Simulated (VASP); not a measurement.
A convergence study with VASP on ZrO2 (space group Fm-3m): one setting is varied, all else stays as given below, so the limit is that of these other settings.

```
CELL_PARAMETERS angstrom
      0.00000     2.55773     2.55773
      2.55773     0.00000     2.55773
      2.55773     2.55773     0.00000
ATOMIC_POSITIONS crystal
  Zr 0.00000 0.00000 0.00000
  O  0.25000 0.25000 0.25000
  O  0.75000 0.75000 0.75000
```

The numbers are results of PBE GGA, VASP's PBE PAW potentials (set 64) (plane waves; VASP), not measurements. The tightest run used: 400 eV cut-off, 11×11×11 Γ-centred mesh, Gaussian smearing of 0.010 eV, potentials Zr_sv O.

```tsv
setting	highest Γ mode (cm⁻¹)	irreducible k-points
3×3×3 mesh	541.5	4
4×4×4 mesh	547.3	8
5×5×5 mesh	547.8	10
```

Q: These are the cheaper rows. Estimate the results at 11×11×11 mesh, and how far the last row shown lies from them.

A: 
| quantity | tightest run | last row shown is off by |
|---|---|---|
| highest Γ mode (cm⁻¹) | 547.6 | 0.2 |

Left out are rungs that failed or repeat a setting and relaxations that didn't move; long series are thinned to 24 rows.

The structure is a typed ZrO2 crystal (space group no. 225). The cell was not relaxed at this level.
